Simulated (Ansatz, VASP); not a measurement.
## Cross-check of SnTe between VASP and Ansatz

One calculation is typed for both programs; each brings its own data sets. How far apart do they land? The cell is taken from a series of runs on this material, whose earlier steps may have relaxed, scaled, displaced or heated it; both programs get it as it stands.

Main program and level: Ansatz 0.2.0; plane waves, with VASP 6.6.1 beside it; zone-centre phonons at PBEsol.

## 1. The starting structure

It takes space group R-3m (No. 166, trigonal). The conventional cell has a = 4.580 Å, b = 4.580 Å, c = 10.560 Å, α = 90.00°, β = 90.00°, γ = 120.00°. Sn has 6 Te at 3.18 Å nearest. Nearest to Te lie 6 Sn at 3.18 Å. Farther neighbours and most contacts between anions are not listed.

Coordinates:

```
Sn Te
1.0
    -0.12674    3.11172    3.11172
     3.11172   -0.12674    3.11172
     3.11172    3.11172   -0.12674
Sn Te
1 1
Direct
  0.00000 0.00000 0.00000
  0.50000 0.50000 0.50000
```

## 2. VASP: zone-centre phonons, PBEsol

Second derivatives magnify differences that forces hide, and they need a tight electronic threshold.

Lines of VASP's logs that name or quote its potential files are left out, and so is its time.

File INCAR:

```
SYSTEM = SnTe
PREC = Accurate
ENCUT = 500
EDIFF = 1E-08
NELM = 120
ISMEAR = 0
SIGMA = 0.01
LREAL = .FALSE.
ALGO = Normal
GGA = PS
NBANDS = 16
LORBIT = 11
LWAVE = .FALSE.
LCHARG = .FALSE.
ISIF = 2
IBRION = 8
LASPH = .TRUE.
GGA_COMPAT = .FALSE.
KPAR = 2
```

File POSCAR:

```
SnTe
1.0
   -0.1267350497      3.1117199318      3.1117199318
    3.1117199318     -0.1267350497      3.1117199318
    3.1117199318      3.1117199318     -0.1267350497
Sn Te
1 1
Direct
    0.0000000000      0.0000000000      0.0000000000
    0.5000000000      0.5000000000      0.5000000000
```

File KPOINTS:

```
Automatic mesh
0
Gamma
12 12 12
0 0 0
```

Potentials, in the order of the species: Sn_d and Te (PBE family, release 64).

On the command line:

```sh
mpirun -np 2 vasp_std
```

Numbers of over 12 decimals in the logs are rounded to 6 here.

The program printed:

```text
[banner, memory and clock lines left out]
running    2 mpi-ranks, on    1 nodes
 distrk:  each k-point on    1 cores,    2 groups
 distr:  one band on    1 cores,    1 groups

 POSCAR found type information on POSCAR SnTe
 POSCAR found :  2 types and       2 ions
|                                                                             |
|               ----> ADVICE to this user running VASP <----                  |
|                                                                             |
|     You enforced a specific xc type in the INCAR file but a different       |
|     [... a line on the potential file left out ...]
|     I HOPE YOU KNOW WHAT YOU ARE DOING!                                     |
|                                                                             |

 LDA part: xc-table for (Slater+PW92), standard interpolation
 POSCAR, INCAR and KPOINTS ok, starting setup
 FFT: planning ... GRIDC
 FFT: planning ... GRID_SOFT
 FFT: planning ... GRID
 WAVECAR not read
 entering main loop
       N       E                     dE             d eps       ncg     rms          rms(c)
DAV:   1     0.120870417115E+03    0.12087E+03   -0.94129E+03  6088   0.139E+03
DAV:   2     0.167100080391E+01   -0.11920E+03   -0.11645E+03  6664   0.343E+02
DAV:   3    -0.811048848478E+01   -0.97815E+01   -0.97135E+01  7584   0.868E+01
DAV:   4    -0.837007274809E+01   -0.25958E+00   -0.25950E+00  7504   0.155E+01
DAV:   5    -0.838158106987E+01   -0.11508E-01   -0.11508E-01  8960   0.295E+00    0.441E+00
DAV:   6    -0.831948938094E+01    0.62092E-01   -0.14499E-01  8544   0.294E+00    0.276E+00
DAV:   7    -0.831724347541E+01    0.22459E-02   -0.48141E-02  7944   0.131E+00    0.768E-01
DAV:   8    -0.831683900598E+01    0.40447E-03   -0.67096E-03  7720   0.707E-01    0.142E-01
DAV:   9    -0.831688895742E+01   -0.49951E-04   -0.61236E-04  8488   0.221E-01    0.311E-02
DAV:  10    -0.831687400118E+01    0.14956E-04   -0.66132E-05  8064   0.723E-02    0.215E-02
DAV:  11    -0.831687361061E+01    0.39058E-06   -0.29523E-05  8176   0.441E-02    0.243E-02
DAV:  12    -0.831687352147E+01    0.89140E-07   -0.19930E-06  7312   0.956E-03    0.128E-02
DAV:  13    -0.831687339371E+01    0.12776E-06   -0.71353E-08  8448   0.193E-03    0.863E-03
DAV:  14    -0.831687329667E+01    0.97040E-07   -0.23565E-07  8224   0.538E-03    0.123E-03
DAV:  15    -0.831687326130E+01    0.35365E-07   -0.19057E-08  6416   0.725E-04    0.653E-04
DAV:  16    -0.831687327478E+01   -0.13478E-07   -0.51598E-10  3968   0.272E-04    0.292E-04
DAV:  17    -0.831687328968E+01   -0.14895E-07   -0.50327E-10  3928   0.302E-04    0.189E-04
DAV:  18    -0.831687329018E+01   -0.50431E-09   -0.61055E-11  3640   0.800E-05
   1 F= -.83168733E+01 E0= -.83168688E+01  d E =-.892756E-05
 Linear response reoptimize wavefunctions to high precision
DAV:   1    -0.831687329045E+01   -0.27057E-09   -0.36684E-11  4016   0.448E-05
DAV:   2    -0.831687329047E+01   -0.15916E-10   -0.78664E-12  3504   0.243E-05
 Linear response DOF=           2
 Linear response progress:
  Degree of freedom:   1/  2
       N       E                     dE             d eps       ncg     rms          rms(c)
RMM:   1    -0.215575710661E+00   -0.21558E+00    0.27774E-01 18415   0.103E+01
RMM:   2    -0.220692648729E+00   -0.51169E-02   -0.12170E-02 27197   0.869E-01    0.775E-02
RMM:   3    -0.220528397045E+00    0.16425E-03   -0.97056E-04 30028   0.247E-01    0.415E-02
RMM:   4    -0.220228960967E+00    0.29944E-03   -0.86167E-05 30034   0.743E-02    0.882E-03
RMM:   5    -0.220211874242E+00    0.17087E-04   -0.81005E-06 30956   0.229E-02    0.378E-03
RMM:   6    -0.220216390872E+00   -0.45166E-05   -0.12409E-06 30543   0.782E-03    0.139E-03
RMM:   7    -0.220216877882E+00   -0.48701E-06   -0.32118E-07 31285   0.305E-03    0.723E-04
RMM:   8    -0.220214121783E+00    0.27561E-05    0.38675E-07 30411   0.134E-03    0.114E-04
RMM:   9    -0.220214249094E+00   -0.12731E-06    0.40708E-07 32383   0.592E-04    0.227E-04
RMM:  10    -0.220214096465E+00    0.15263E-06    0.41814E-07 32009   0.285E-04    0.186E-04
RMM:  11    -0.220214147020E+00   -0.50555E-07    0.32325E-07 33452   0.146E-04    0.296E-04
RMM:  12    -0.220213754780E+00    0.39224E-06    0.17933E-07 30165   0.105E-04    0.104E-04
RMM:  13    -0.220213642249E+00    0.11253E-06    0.81110E-08 32048   0.566E-05    0.347E-05
RMM:  14    -0.220213616300E+00    0.25949E-07    0.31209E-08 32603   0.311E-05    0.250E-05
RMM:  15    -0.220213543473E+00    0.72827E-07    0.15999E-08 29625   0.236E-05    0.200E-06
RMM:  16    -0.220213521722E+00    0.21751E-07    0.65360E-09 30954   0.174E-05    0.451E-06
RMM:  17    -0.220213523149E+00   -0.14264E-08    0.29805E-09 22203   0.136E-05    0.285E-06
 first order change of Fermi-energy   0.13545E-03
 force on displaced ion       1 direction 1 :   0.097  -0.232  -0.232
 Linear response progress:
  Degree of freedom:   2/  2
       N       E                     dE             d eps       ncg     rms          rms(c)
RMM:   1    -0.469936178116E-01   -0.46994E-01    0.67835E-02 33094   0.847E-01
RMM:   2    -0.476198492336E-01   -0.62623E-03   -0.19599E-03 28795   0.210E-01    0.602E-02
RMM:   3    -0.477956719605E-01   -0.17582E-03   -0.15475E-04 29220   0.600E-02    0.458E-02
RMM:   4    -0.480575498942E-01   -0.26188E-03   -0.23774E-05 28870   0.306E-02    0.595E-03
RMM:   5    -0.480703586092E-01   -0.12809E-04   -0.10252E-06 29807   0.730E-03    0.308E-03
RMM:   6    -0.480681262066E-01    0.22324E-05   -0.93588E-08 29201   0.213E-03    0.665E-04
RMM:   7    -0.480674727579E-01    0.65345E-06    0.83636E-09 29946   0.489E-04    0.139E-04
RMM:   8    -0.480674151871E-01    0.57571E-07    0.10403E-07 29660   0.172E-04    0.273E-05
RMM:   9    -0.480673069187E-01    0.10827E-06    0.39096E-07 30887   0.568E-05    0.190E-05
RMM:  10    -0.480673827761E-01   -0.75857E-07    0.14512E-07 31468   0.214E-05    0.388E-06
RMM:  11    -0.480673613704E-01    0.21406E-07    0.73526E-08 29718   0.123E-05    0.596E-07
RMM:  12    -0.480673648047E-01   -0.34343E-08   -0.41042E-10 25485   0.742E-06    0.372E-07
 first order change of Fermi-energy  -0.35904E-04
 force on displaced ion       2 direction 1 :   0.068  -0.235  -0.235
 Linear response finished
```

Parts of OUTCAR (step 2):

```text
ion  position               nearest neighbor table
   1  0.000  0.000  0.000-   2 3.18   2 3.18   2 3.18   2 3.18   2 3.18   2 3.18
   2  0.500  0.500  0.500-   1 3.18   1 3.18   1 3.18   1 3.18   1 3.18   1 3.18

  LATTYP: Found a trigonal (rhomboedric) cell.
 ALAT       =     4.4024610891
 COS(alpha) =     0.4588911013

 Subroutine GETGRP returns: Found 12 space group operations
 (whereof 12 operations were pure point group operations)

The static configuration has the point symmetry D_3d.

 Found    189 irreducible k-points:

   k-points           NKPTS =    189   k-points in BZ     NKDIM =    189   number of bands    NBANDS=     16

   dimension x,y,z NGX =    32 NGY =   32 NGZ =   32
   dimension x,y,z NGXF=    64 NGYF=   64 NGZF=   64

   ENCUT  =  500.0 eV  36.75 Ry    6.06 a.u.   8.03  8.03  8.03*2*pi/ulx,y,z

   NELECT =      20.0000    total number of electrons

 k-points in reciprocal lattice and weights: Automatic mesh
   0.00000000  0.00000000  0.00000000       0.001
   0.08333333  0.00000000 -0.00000000       0.003
   0.16666667  0.00000000  0.00000000       0.003
   0.25000000  0.00000000  0.00000000       0.003
   0.33333333  0.00000000 -0.00000000       0.003
   0.41666667  0.00000000  0.00000000       0.003
   0.50000000  0.00000000  0.00000000       0.002
   0.08333333  0.08333333 -0.00000000       0.003
   0.16666667  0.08333333 -0.00000000       0.007
[...]
-0.41666667  0.50000000  0.41666667       0.003
   0.50000000  0.50000000  0.50000000       0.001

 average (electrostatic) potential at core
       1-100.6837       2 -87.9076

  Total       -0.5059867     -0.5059867     -0.5059867      0.2535010      0.2535010      0.2535010
  in kB      -12.6788183    -12.6788183    -12.6788183      6.3521295      6.3521295      6.3521295
  external PRESSURE =     -12.6788183 kB  Pullay stress =       0.0000000 kB

  energy-cutoff  :      500.00
  volume of cell :       63.94
      direct lattice vectors                 reciprocal lattice vectors
    -0.126735050  3.111719932  3.111719932    -0.151185139  0.157604085  0.157604085
     3.111719932 -0.126735050  3.111719932     0.157604085 -0.151185139  0.157604085
     3.111719932  3.111719932 -0.126735050     0.157604085  0.157604085 -0.151185139

 POSITION                                       TOTAL-FORCE (eV/Angst)
 -----------------------------------------------------------------------------------
      0.00000      0.00000      0.00000         0.000000     -0.000000      0.000000
      3.04835      3.04835      3.04835        -0.000000      0.000000     -0.000000
 -----------------------------------------------------------------------------------
    total drift:                                0.000000     -0.000000     -0.000000

 Eigenvectors and eigenvalues of the dynamical matrix
 ----------------------------------------------------

   1 f  =    1.234829 THz     7.758657 2PiTHz   41.189448 cm-1     5.106838 meV
             X         Y         Z           dx          dy          dz
      0.000000  0.000000  0.000000    -0.406303   -0.406303   -0.406303
      3.048352  3.048352  3.048352     0.410184    0.410184    0.410184

   2 f  =    0.022711 THz     0.142698 2PiTHz    0.757560 cm-1     0.093925 meV
             X         Y         Z           dx          dy          dz
      0.000000  0.000000  0.000000     0.307765    0.245908   -0.553673
      3.048352  3.048352  3.048352     0.332287    0.265501   -0.597788

   3 f  =    0.022711 THz     0.142698 2PiTHz    0.757560 cm-1     0.093925 meV
             X         Y         Z           dx          dy          dz
      0.000000  0.000000  0.000000     0.461639   -0.497352    0.035713
      3.048352  3.048352  3.048352     0.498420   -0.536979    0.038559

   4 f/i=    0.028164 THz     0.176957 2PiTHz    0.939436 cm-1     0.116475 meV
             X         Y         Z           dx          dy          dz
      0.000000  0.000000  0.000000    -0.410184   -0.410184   -0.410184
      3.048352  3.048352  3.048352    -0.406303   -0.406303   -0.406303

   5 f/i=    1.121780 THz     7.048354 2PiTHz   37.418566 cm-1     4.639309 meV
             X         Y         Z           dx          dy          dz
      0.000000  0.000000  0.000000     0.598092   -0.328073   -0.270019
      3.048352  3.048352  3.048352    -0.553955    0.303862    0.250092

   6 f/i=    1.121780 THz     7.048354 2PiTHz   37.418566 cm-1     4.639309 meV
             X         Y         Z           dx          dy          dz
      0.000000  0.000000  0.000000    -0.033517   -0.501204    0.534721
      3.048352  3.048352  3.048352     0.031044    0.464217   -0.495261

 ELASTIC MODULI CONTR FROM IONIC RELAXATION (kBar)
 Direction    XX          YY          ZZ          XY          YZ          ZX
 --------------------------------------------------------------------------------
 XX           0.0000      0.0000      0.0000      0.0000      0.0000      0.0000
 YY           0.0000      0.0000      0.0000      0.0000      0.0000      0.0000
 ZZ           0.0000      0.0000      0.0000      0.0000      0.0000      0.0000
 XY           0.0000      0.0000      0.0000      0.0000      0.0000      0.0000
 YZ           0.0000      0.0000      0.0000      0.0000      0.0000      0.0000
 ZX           0.0000      0.0000      0.0000      0.0000      0.0000      0.0000
 --------------------------------------------------------------------------------
```

## 3. Ansatz: zone-centre phonons, PBEsol

Ansatz runs on its PAW soft_1 files.

The same cell, functional, mesh and smearing now go to Ansatz, which takes its cutoff from its data sets.

File input.yaml:

```yaml
crystal:
  lattice:
    - [-0.1267350497, 3.1117199318, 3.1117199318]
    - [3.1117199318, -0.1267350497, 3.1117199318]
    - [3.1117199318, 3.1117199318, -0.1267350497]
  atoms:
    - { symbol: Sn, position: [0.0, 0.0, 0.0] }
    - { symbol: Te, position: [0.5, 0.5, 0.5] }
kpoints:
  mp_grid: { grid: [12, 12, 12] }
hamiltonian:
  xc: pbesol
  pseudopotentials: { kind: paw, azcp: { folder: soft_1 }, xc_functional: pbe }
scf:
  occupations: { method: gaussian, width: 0.01 }
output:
  eigenvalues: true
phonons:
  method: dfpt
```

On the command line:

```sh
ansatz run input.yaml --threads 4 --pin off --max-ram 10240MiB --backend cpu --events-out ev --progress --plain --runs-dir out
```

The program printed:

```text
Engine: ansatz 0.2.0, x86_64-unknown-linux-gnu
Pseudopotentials: kind: paw
Pseudopotential: Sn, paw, valence charge 14, recommended cutoff 420 eV (normal), soft_1/Sn.paw.azcp
Pseudopotential: Te, paw, valence charge 16, recommended cutoff 420 eV (normal), soft_1/Te.paw.azcp
Functional definition: PBEsol
  exchange = pbesol_x
  correlation = pbesol_c
Crystal: 2 atoms, lattice volume = 63.940 Å³
Basis set: ecut = 420 eV, 1271 PW (Γ), exchange–correlation on 60×60×60 points (8 copies of the dense FFT grid, shifted against one another)
Bands: 19, of which v1, the nominal top of the filled ones, is band 15 counted from 1 (14 counted from 0)
Symmetry: 12 space group operations
k-points: 476 of 1728 (irreducible under 2 space group operations, time reversal used)
Non-local potential: Sn, projectors of the file, l = 0: 2, l = 1: 2, l = 2: 2, l = 3: 1
Non-local potential: Te, projectors of the file, l = 0: 2, l = 1: 2, l = 2: 2, l = 3: 1
PAW form: soft (Blöchl's): semilocal exchange-correlation on the pseudo side does not see the compensation charge
PAW frozen core: Sn, regenerated for the run's functional, and the local potential with it (the file was generated under x = pbe(κ = 0.804, μ = 0.219515), c = pbe(β = 0.066725))
PAW frozen core: Te, regenerated for the run's functional, and the local potential with it (the file was generated under x = pbe(κ = 0.804, μ = 0.219515), c = pbe(β = 0.066725))
PAW one-centre angular grid: Sn, 590 points (default); XC on 64 Gauss nodes
PAW one-centre angular grid: Te, 590 points (default); XC on 64 Gauss nodes
Initial density: superposition of atomic densities (chi_scale 0.1, normalization cell, long waves kept (reshape's long-wave potential 0.00 eV rms))
Initial wavefunctions: pseudopotential atomic-orbital guess
Functional: x = pbesol(κ = 0.804, μ = 0.123457), c = pbesol(β = 0.046)
SCF iter   1: F=—  HF=-12851.993677 eV  |F-HF|=—  |Δ(HF+E_count)|=         —  Δρ=1.08e-2  dr2=8.11e-2  ethr=3.10e-3  ⟨swp⟩=7.6  Hψ=52636  notcnv=0
preconditioner: auto → none  [insulator: Δε(μ)=0.037 eV  Ē_g=8.558 eV  σ=0.010 eV  W_gap=0.67  n_scr=14 (ndim 8)  ℏωp=14.7 eV  f_vac=0.000  D(μ)=0.18/eV (n_scr^D=0)  ε∞_Penn≈3.9]
SCF iter   2: F=—  HF=-12851.985647 eV  |F-HF|=—  |Δ(HF+E_count)|=   8.03e-3  Δρ=5.38e-3  dr2=2.09e-2  ethr=2.70e-4  ⟨swp⟩=2.0  Hψ=14782  notcnv=0
SCF iter   3: F=—  HF=-12851.985051 eV  |F-HF|=—  |Δ(HF+E_count)|=   5.95e-4  Δρ=3.79e-4  dr2=4.97e-5  ethr=6.97e-5  ⟨swp⟩=3.2  Hψ=14342  notcnv=0
SCF iter   4: F=—  HF=-12851.985077 eV  |F-HF|=—  |Δ(HF+E_count)|=   2.58e-5  Δρ=1.16e-4  dr2=3.43e-6  ethr=1.66e-7  ⟨swp⟩=2.1  Hψ=16910  notcnv=0
SCF iter   5: F=—  HF=-12851.985081 eV  |F-HF|=—  |Δ(HF+E_count)|=   3.44e-6  Δρ=1.47e-5  dr2=1.02e-7  ethr=1.14e-8  ⟨swp⟩=2.0  Hψ=16185  notcnv=0
SCF iter   6: F=—  HF=-12851.985081 eV  |F-HF|=—  |Δ(HF+E_count)|=   7.15e-7  Δρ=3.50e-6  dr2=6.31e-9  ethr=3.39e-10  ⟨swp⟩=2.0  Hψ=16185  notcnv=0
SCF iter   7: F=—  HF=-12851.985081 eV  |F-HF|=—  |Δ(HF+E_count)|=   1.35e-9  Δρ=6.57e-7  dr2=1.69e-10  ethr=2.10e-11  ⟨swp⟩=2.0  Hψ=13805  notcnv=0
SCF iter   8: F=—  HF=-12851.985081 eV  |F-HF|=—  |Δ(HF+E_count)|=  5.82e-11  Δρ=2.57e-7  dr2=3.98e-11  ethr=1.00e-12  ⟨swp⟩=7.8  Hψ=53027  notcnv=0
SCF iter   9: F=-12851.985081 eV  HF=-12851.985081 eV  |F-HF|=3.64e-12  |Δ(HF+E_count)|=  2.18e-11  Δρ=7.08e-8  dr2=2.43e-12  ethr=1.00e-12  ⟨swp⟩=6.2  Hψ=39496  notcnv=0
SCF 1 converged in 9 iterations: F = -12851.985081 eV  dr2 = 2.43e-12
  greatest PAW one-centre occupation: 0.998 electrons in one spin orbital (limit 2), on the Te atom at site 1 (counted from 0), in its partial waves of l = 2
DFPT response loops at Γ: preconditioner auto → Kerker (q_TF=auto, 2.405 Å⁻¹) (partly filled bands, converged f_vac=0.007); β = 1.00, the filter's whole step (`scf.mixing.beta` (0.50) is not read by the response loops under this deck's `scf.mixing.preconditioner`; to damp them name `kerker` or `kerker_dos`, under which they read `scf.mixing.beta`, and type it under 1.00, their step now; both keys bind the ground state too); Broyden in place of MSR1
SCF converged after 9 iterations
Free energy (F): -12851.985081 eV
Harris-Foulkes:  -12851.985081 eV  (|F-HF|=3.64e-12)
Internal energy: -12851.985072 eV  (E = F + TS)
E sigma→0 (E₀):  -12851.985077 eV
Entropy (-TS):   -0.000009 eV (-0.004 meV/atom)
Fermi energy:    9.203224 eV
--- Per-component energies (eV) ---
  E_band       = -364.385692
  E_kinetic    = 338.615448
  E_local      = -2715.902799  (includes V_loc(G=0)·N_el)
  E_nonlocal   = 215.414801
  E_hartree    = 1348.689368
  E_xc         = -246.036577
  E_vxc        = -181.890582  (∫ρ·V_xc dr)
  E_paw        = -8888.289259  (= ΣΔE_a)
  E_vpaw       = -718.001571  (= ΣTr[D̂ρ^β])
  E_aug_tail   = 0.000379  (compensation charges beyond the density's cutoff)
  E_ewald      = -2905.136086
  E_core_change = 0.659651  (= ΣΔE_core)
  E_smearing   = -0.000009  (= −TS)
  E_closure    = -0.000000  (closes the sum)
  Σ components = -12851.985081   (vs F -12851.985081, Δ=0.00e0)
--- Band table (eV; the first three rows and the last of 476) ---
  k-point 0: bands = [... 11 lower, 4.3853, 6.9826, 6.9826, 7.5061, 12.4020, 12.5871, 12.5871, 13.7570]
  k-point 1: bands = [... 11 lower, 4.0566, 7.0005, 7.2162, 7.5183, 12.0874, 12.2496, 12.2922, 13.8202]
  k-point 2: bands = [... 11 lower, 3.3302, 7.0558, 7.4624, 7.7655, 11.4254, 11.5523, 11.6903, 13.9551]
  k-point 475: bands = [... 11 lower, 1.1659, 7.2865, 7.2865, 8.8820, 8.9221, 9.3428, 9.3428, 17.0773]
--- Phonons (Γ-DFPT): 2 representative perturbations + reference, on 476 of 1728 k-points (Σ response iterations 6) ---
  k mesh reduced under 2 symmetry operations, with k and −k counted as one. Each operation leaves every solved perturbation unchanged. A smaller set is not used because it would not reduce the number of displacements times k-points to solve
  ASR residual: 1.131e-4 → 0.000e0 eV/Å²; symmetrization residual: 6.305e-6 eV/Å²
  ASR residual per site (eV/Å²): 4.75e-5 1.13e-4
  Γ frequencies (cm⁻¹): -38.79 -38.79 0.00 0.00 0.00 40.31
  non-analytic LO–TO correction: not included (Born effective charges unavailable; polar crystals: no LO–TO splitting at Γ)
```

The column dr2 measures how far the density is from self-consistency, as an energy; F and HF (Harris–Foulkes) agree once it is small.

## 4. Differences

Known differences besides the potentials themselves: the data sets hold 30 valence electrons in Ansatz (on its PAW soft_1 files) and 20 in VASP; the cutoff is 420 eV in Ansatz and 500 eV in VASP; Ansatz makes its cores anew for this functional, VASP keeps those of its PBE data sets. Total energies have different zeros and are not compared.

Compared:

```
                                                   quantity  Ansatz   VASP  difference
optical mode 1 to 2 (imaginary, printed as negative) (cm⁻¹)   -38.8  -37.4        -1.4
                                      optical mode 3 (cm⁻¹)    40.3   41.2        -0.9
```

Modes are paired by rising frequency, not by their patterns, so a pair may set unlike modes beside each other; they are those without the splitting of longitudinal modes.

## 5. What came out

* r.m.s. difference of the optical zone-centre modes, each program's sorted by frequency (zone-centre phonons, PBEsol): 1.2 cm⁻¹

The r.m.s. difference of the optical zone-centre modes, each program's sorted by frequency is 1.2 cm⁻¹ (zone-centre phonons, PBEsol). The data sets hold unlike numbers of valence electrons (30 in Ansatz and 20 in VASP), so part of the differences comes from the potentials. How closely two codes agree says nothing of how well the functional describes the real material.

[Lines on the potential files, build, host, timing and source positions are cut from VASP's logs without a mark.]

[Logs are printed without paths, hosts, clocks, repeated set-up lines and the standing remarks that a program may print on its own settings, such as how far it seeks lower states.]

[Hosts, paths, dates, database ids (printed as entryN), source tags and the programs' standing remarks are cut or masked in the printed files.]
